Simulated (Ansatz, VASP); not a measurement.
# CsNa2NF6: VASP beside Ansatz

Wanted: the spread between two codes on one cell, functional and k mesh. The cell is invented: As first built, before any earlier steps moved the atoms (in the runner's words): Cs for Li in the Na2LiNF6 structure of space group Fm-3m. It may not be a known or stable phase. The two relaxations start from unlike cells of this crystal (the structure described is Ansatz's start), so only their ends are compared.

Method: plane waves, with VASP 6.6.1 beside it; relaxation of cell and atoms at LDA, in Ansatz 0.2.0.

## 1. Set-up

It takes space group Fm-3m (No. 225, cubic). Conventional cell: a = 8.338 Å, b = 8.338 Å, c = 8.338 Å, α = 90.00°, β = 90.00°, γ = 90.00°. Nearest to Na lie 12 F at 2.95 Å. Nearest to Cs lie 6 F at 2.18 Å. Nearest to N lie 6 F at 1.99 Å. Nearest to F lie 1 N at 1.99 Å and 1 Cs at 2.18 Å. It derives from Na2LiNF6. As first built, before any earlier steps moved the atoms (in the runner's words): Cs for Li in the Na2LiNF6 structure of space group Fm-3m. Farther neighbours and most contacts between anions are not listed.

## 2. VASP: relaxation of cell and atoms, LDA

The relaxed volume is the usual yardstick between codes: in a stiff, nearly cubic crystal its relative difference is about their pressure difference at one cell divided by the bulk modulus.

Lines of VASP's logs that name or quote its potential files are left out, and so is its time.

Input file INCAR:

```
SYSTEM = CsNa2NF6
PREC = Accurate
ENCUT = 600
EDIFF = 1E-07
NELM = 120
ISMEAR = 0
SIGMA = 0.03
LREAL = .FALSE.
ALGO = Normal
GGA = CA
NBANDS = 45
LORBIT = 11
LWAVE = .FALSE.
LCHARG = .FALSE.
ISIF = 3
IBRION = 2
NSW = 80
EDIFFG = -0.005
LASPH = .TRUE.
GGA_COMPAT = .FALSE.
NELMIN = 4
EFERMI = MIDGAP
KPAR = 2
```

Input file POSCAR:

```
CsNa2NF6
1.0
    0.0000000000      4.3492754749      4.3492754749
    4.3492754749      0.0000000000      4.3492754749
    4.3492754749      4.3492754749      0.0000000000
Na Cs N F
2 1 1 6
Direct
    0.2500000000      0.2500000000      0.2500000000
    0.7500000000      0.7500000000      0.7500000000
    0.5000000000      0.5000000000      0.5000000000
    0.0000000000      0.0000000000      0.0000000000
    0.2041331699      0.7958668301      0.7958668301
    0.2041331699      0.7958668301      0.2041331699
    0.7958668301      0.2041331699      0.7958668301
    0.7958668301      0.7958668301      0.2041331699
    0.2041331699      0.2041331699      0.7958668301
    0.7958668301      0.2041331699      0.2041331699
```

Input file KPOINTS:

```
Automatic mesh
0
Gamma
4 4 4
0 0 0
```

Potentials, in the order of the species: Na_pv, Cs_sv, N and F (LDA family, release 64).

Run with:

```sh
$ mpirun -np 2 vasp_std
```

Numbers of over 12 decimals in the logs are rounded to 6 here.

Log:

```text
[banner, memory and clock lines left out]
running    2 mpi-ranks, on    1 nodes
 distrk:  each k-point on    1 cores,    2 groups
 distr:  one band on    1 cores,    1 groups

 POSCAR found type information on POSCAR NaCsN F
 POSCAR found :  4 types and      10 ions
 LDA part: xc-table for (Slater(with rela. corr.)+CA(PZ))
 , standard interpolation
 POSCAR, INCAR and KPOINTS ok, starting setup
 FFT: planning ... GRIDC
 FFT: planning ... GRID_SOFT
 FFT: planning ... GRID
 WAVECAR not read
 entering main loop
       N       E                     dE             d eps       ncg     rms          rms(c)
DAV:   1     0.788011113200E+03    0.78801E+03   -0.38754E+04   720   0.178E+03
DAV:   2     0.558843973200E+02   -0.73213E+03   -0.69557E+03   832   0.440E+02
DAV:   3    -0.419500818235E+02   -0.97834E+02   -0.96333E+02   811   0.168E+02
DAV:   4    -0.456291485863E+02   -0.36791E+01   -0.36353E+01   904   0.343E+01
DAV:   5    -0.456973108523E+02   -0.68162E-01   -0.68026E-01   787   0.500E+00    0.143E+01
DAV:   6    -0.414080963567E+02    0.42892E+01   -0.24560E+01   828   0.270E+01    0.946E+00
DAV:   7    -0.402612028767E+02    0.11469E+01   -0.24521E+00   740   0.102E+01    0.289E+00
DAV:   8    -0.401179730490E+02    0.14323E+00   -0.26431E-01   841   0.339E+00    0.136E+00
DAV:   9    -0.400689014896E+02    0.49072E-01   -0.73657E-02   911   0.247E+00    0.332E-01
DAV:  10    -0.400670657335E+02    0.18358E-02   -0.69715E-03   828   0.564E-01    0.210E-01
DAV:  11    -0.400668128969E+02    0.25284E-03   -0.15998E-03   815   0.275E-01    0.645E-02
DAV:  12    -0.400667272664E+02    0.85631E-04   -0.31834E-04   841   0.125E-01    0.191E-02
DAV:  13    -0.400667278586E+02   -0.59222E-06   -0.57588E-05   813   0.408E-02    0.931E-03
DAV:  14    -0.400667266770E+02    0.11816E-05   -0.47835E-06   785   0.147E-02    0.296E-03
DAV:  15    -0.400667267548E+02   -0.77840E-07   -0.10204E-06   820   0.453E-03    0.923E-04
DAV:  16    -0.400667267426E+02    0.12286E-07   -0.18004E-08   405   0.828E-04
   1 F= -.40066727E+02 E0= -.40066727E+02  d E =-.400667E+02
[...]
2 F= -.40066817E+02 E0= -.40066817E+02  d E =-.902772E-04
[...]
3 F= -.40066820E+02 E0= -.40066820E+02  d E =-.929686E-04
[...]
4 F= -.40066821E+02 E0= -.40066821E+02  d E =-.941194E-04
[...]
5 F= -.40066821E+02 E0= -.40066821E+02  d E =-.940860E-04
 curvature:  -0.42 expect dE=-0.129E-04 dE for cont linesearch -0.499E-08
 trial: gam= 0.19126 g(F)=  0.308E-04 g(S)=  0.109E-07 ort = 0.135E-05 (trialstep = 0.106E+01)
 search vector abs. value=  0.369E-04
 bond charge predicted
       N       E                     dE             d eps       ncg     rms          rms(c)
DAV:   1    -0.400668833472E+02   -0.62463E-04   -0.13403E-02   725   0.696E-01    0.613E-02
DAV:   2    -0.400668486484E+02    0.34699E-04   -0.40876E-04   725   0.118E-01    0.211E-02
DAV:   3    -0.400668417885E+02    0.68599E-05   -0.11962E-05   740   0.289E-02    0.123E-02
DAV:   4    -0.400668399498E+02    0.18387E-05   -0.51087E-06   753   0.132E-02    0.444E-03
DAV:   5    -0.400668395513E+02    0.39852E-06   -0.87613E-07   821   0.582E-03    0.146E-03
DAV:   6    -0.400668395253E+02    0.26025E-07   -0.12470E-07   424   0.183E-03
   6 F= -.40066840E+02 E0= -.40066840E+02  d E =-.186967E-04
 trial-energy change:   -0.000019  1 .order   -0.000019   -0.000033   -0.000005
 step:   1.2581(harm=  1.2581)  dis= 0.00064  next Energy=   -40.066840 (dE=-0.195E-04)
 reached required accuracy - stopping structural energy minimisation
```

OUTCAR, selected parts (step 2):

```text
ion  position               nearest neighbor table
   1  0.250  0.250  0.250-
   2  0.750  0.750  0.750-
   3  0.500  0.500  0.500-
   4  0.000  0.000  0.000-   5 1.78   6 1.78   7 1.78   8 1.78   9 1.78  10 1.78
   5  0.204  0.796  0.796-   4 1.78
   6  0.204  0.796  0.204-   4 1.78
   7  0.796  0.204  0.796-   4 1.78
   8  0.796  0.796  0.204-   4 1.78
   9  0.204  0.204  0.796-   4 1.78
  10  0.796  0.204  0.204-   4 1.78

  LATTYP: Found a face centered cubic cell.
 ALAT       =     8.6985509498

 Subroutine GETGRP returns: Found 48 space group operations
 (whereof 48 operations were pure point group operations)

The static configuration has the point symmetry O_h .

 Found      8 irreducible k-points:

   k-points           NKPTS =      8   k-points in BZ     NKDIM =      8   number of bands    NBANDS=     45

   dimension x,y,z NGX =    50 NGY =   50 NGZ =   50
   dimension x,y,z NGXF=   100 NGYF=  100 NGZF=  100

   ENCUT  =  600.0 eV  44.10 Ry    6.64 a.u.  12.28 12.28 12.28*2*pi/ulx,y,z

   NELECT =      70.0000    total number of electrons

 k-points in reciprocal lattice and weights: Automatic mesh
   0.00000000  0.00000000  0.00000000       0.016
   0.25000000  0.00000000  0.00000000       0.125
   0.50000000  0.00000000  0.00000000       0.062
   0.25000000  0.25000000  0.00000000       0.094
   0.50000000  0.25000000  0.00000000       0.375
  -0.25000000  0.25000000  0.00000000       0.188
   0.50000000  0.50000000  0.00000000       0.047
  -0.25000000  0.50000000  0.25000000       0.094

 average (electrostatic) potential at core
       1 -48.2504       2 -48.2504       3 -47.7494       4 -72.5209       5 -78.3860
       6 -78.3860       7 -78.3860       8 -78.3860       9 -78.3860      10 -78.3860

 E-fermi :   0.5938

 k-point     1 :       0.0000    0.0000    0.0000
  band No.  band energies     occupation
    ...
     31      -3.1037      2.00000
     32      -2.4600      2.00000
     33      -2.4600      2.00000
     34      -2.4600      2.00000
     35      -1.5103      2.00000
     36       2.4390      0.00000
     37       2.4390      0.00000
     38       2.4390      0.00000
     39       2.5321      0.00000
     40       5.6304      0.00000
    ...

 k-point     2 :       0.2500    0.0000    0.0000
  band No.  band energies     occupation
    ...
     31      -2.9990      2.00000
     32      -2.4969      2.00000
     33      -2.4385      2.00000
     34      -2.4385      2.00000
     35      -1.1215      2.00000
     36       2.2074      0.00000
     37       2.2074      0.00000
     38       2.2094      0.00000
     39       3.1071      0.00000
     40       4.9831      0.00000
    ...

 k-point     3 :       0.5000    0.0000    0.0000
  band No.  band energies     occupation
    ...
     31      -2.7126      2.00000
     32      -2.5387      2.00000
     33      -2.2518      2.00000
     34      -2.2518      2.00000
     35      -0.7658      2.00000
     36       1.9534      0.00000
     37       1.9534      0.00000
     38       2.0411      0.00000
     39       4.0624      0.00000
     40       4.3453      0.00000
    ...

  Total        0.0023413      0.0023413      0.0023413      0.0000000      0.0000000     -0.0000000
  in kB        0.0228476      0.0228476      0.0228476      0.0000000      0.0000000     -0.0000000
  external PRESSURE =       0.0228476 kB  Pullay stress =       0.0000000 kB

  energy-cutoff  :      600.00
  volume of cell :      164.18
      direct lattice vectors                 reciprocal lattice vectors
    -0.000000000  4.346091080  4.346091080    -0.115045909  0.115045909  0.115045909
     4.346091080  0.000000000  4.346091080     0.115045909 -0.115045909  0.115045909
     4.346091080  4.346091080  0.000000000     0.115045909  0.115045909 -0.115045909

 POSITION                                       TOTAL-FORCE (eV/Angst)
 -----------------------------------------------------------------------------------
      2.17305      2.17305      2.17305         0.000000      0.000000     -0.000000
      6.51914      6.51914      6.51914         0.000000      0.000000     -0.000000
      4.34609      4.34609      4.34609         0.000000      0.000000     -0.000000
      4.34609      4.34609      0.00000         0.000000      0.000000     -0.000000
      6.91723      4.34609      4.34609        -0.001854      0.000000     -0.000000
      4.34609      1.77495      4.34609         0.000000      0.001854     -0.000000
      4.34609      6.91723      4.34609         0.000000     -0.001854     -0.000000
      4.34609      4.34609      6.91723         0.000000      0.000000     -0.001854
      4.34609      4.34609      1.77495         0.000000      0.000000      0.001854
      1.77495      4.34609      4.34609         0.001854      0.000000     -0.000000
 -----------------------------------------------------------------------------------
    total drift:                               -0.000000     -0.000000      0.000000

  FREE ENERGIE OF THE ION-ELECTRON SYSTEM (eV)
  ---------------------------------------------------
  free  energy   TOTEN  =       -40.0668395253 eV

  energy  without entropy=      -40.0668395253  energy(sigma->0) =      -40.06683953

 reached required accuracy - stopping structural energy minimisation

 total charge
# of ion       s       p       d       tot
------------------------------------------
    1        0.011   5.951   0.000   5.962
    2        0.011   5.951   0.000   5.962
    3        1.836   4.688   0.106   6.630
    4        1.530   1.556   0.000   3.086
    5        1.738   4.252   0.000   5.991
    6        1.738   4.252   0.000   5.991
    7        1.738   4.252   0.000   5.991
    8        1.738   4.252   0.000   5.991
    9        1.738   4.252   0.000   5.991
   10        1.738   4.252   0.000   5.991
--------------------------------------------------
tot         13.819  43.660   0.106  57.585

[... 3 further parts left out ...]
```

CONTCAR:

```
CsNa2NF6
   1.00000000000000
    -0.0000000000000000    4.3460910800474046    4.3460910800474046
     4.3460910800474046    0.0000000000000000    4.3460910800474046
     4.3460910800474046    4.3460910800474046    0.0000000000000000
  Na              Cs              N               F
     2     1     1     6
Direct
     0.2500000000000000    0.2500000000000000    0.2500000000000000
     0.7500000000000000    0.7500000000000000    0.7500000000000000
     0.5000000000000000    0.5000000000000000    0.5000000000000000
     0.0000000000000000    0.0000000000000000    1.0000000000000000
     0.2042008767862130    0.7957991232137870    0.7957991232137870
     0.2042008767862130    0.7957991232137870    0.2042008767862130
     0.7957991232137870    0.2042008767862130    0.7957991232137870
     0.7957991232137870    0.7957991232137870    0.2042008767862130
     0.2042008767862130    0.2042008767862130    0.7957991232137870
     0.7957991232137870    0.2042008767862130    0.2042008767862130
```

The gap is read on the k-mesh alone, so it is an upper bound where the band edges lie off the mesh. The run keeps the 48 symmetry operations of its start, so it cannot find a distortion of lower symmetry.

(Continued in part 2 of 2.)

[Lines on the potential files, build, host, timing and source positions are cut from VASP's logs without a mark.]

[Logs are printed without paths, hosts, clocks, repeated set-up lines and the standing remarks that a program may print on its own settings, such as how far it seeks lower states.]

[Hosts, paths, dates, database ids (printed as entryN), source tags and the programs' standing remarks are cut or masked in the printed files.]
